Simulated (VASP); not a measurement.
An input for Quantum ESPRESSO's pw.x (written as the equivalent of a VASP run, and not itself run):

```
&CONTROL
  calculation = 'scf'
  pseudo_dir = './pseudo'
  outdir = './out'
  tprnfor = .true.
  tstress = .true.
/
&SYSTEM
  ibrav = 0
  nat = 2
  ntyp = 1
  ecutwfc = 72
  occupations = 'smearing'
  smearing = 'methfessel-paxton'
  degauss = 0.00735
  input_dft = 'pbe'
/
&ELECTRONS
  conv_thr = 7.3e-08
  electron_maxstep = 100
/
ATOMIC_SPECIES
  Y 88.906 Y.upf
CELL_PARAMETERS angstrom
     1.8512410   -3.2040250    0.0000000
     1.8512410    3.2040250    0.0000000
     0.0000000    0.0000000    5.8826210
ATOMIC_POSITIONS crystal
  Y    0.3333330  0.6666670  0.2500000
  Y    0.6849570  0.3516230  0.7500000
K_POINTS automatic
  10 10 6 0 0 0
```

**Question.** Translate this input to VASP (INCAR, KPOINTS, POSCAR, choice of POTCAR).

**Answer.** This is not unique; one that fits is 
File KPOINTS:
```
Automatic mesh
0
Gamma
10 10 6
0 0 0
```

**INCAR**
```
SYSTEM = Y
PREC = Accurate; ENCUT = 400; LREAL = .FALSE.
LASPH = .TRUE.
EDIFF = 1E-6; NELM = 100; ALGO = Normal
LMAXMIX = 4
ISMEAR = 1; SIGMA = 0.1
GGA = PE
ISIF = 2
LWAVE = .FALSE.; LCHARG = .FALSE.
```

POSCAR:
```
Y
1
    1.8512410000    -3.2040250000     0.0000000000
    1.8512410000     3.2040250000     0.0000000000
    0.0000000000     0.0000000000     5.8826210000
Y
2
Direct
  0.3333330000   0.6666670000   0.2500000000
  0.6849570000   0.3516230000   0.7500000000
```

POTCAR, in this order: Y_sv (PBE.64 set). Program: vasp_std.

What does not carry over: the potentials are each code's own (VASP's PAW set, PseudoDojo norm-conserving files in pw.x), so ENCUT and ecutwfc are chosen apart and not converted; conv_thr bounds pw.x's estimated SCF error, while EDIFF bounds the energy change between steps.

The compound is Y in the hcp structure. The cell was not relaxed at this level, atoms are displaced from their ideal sites.
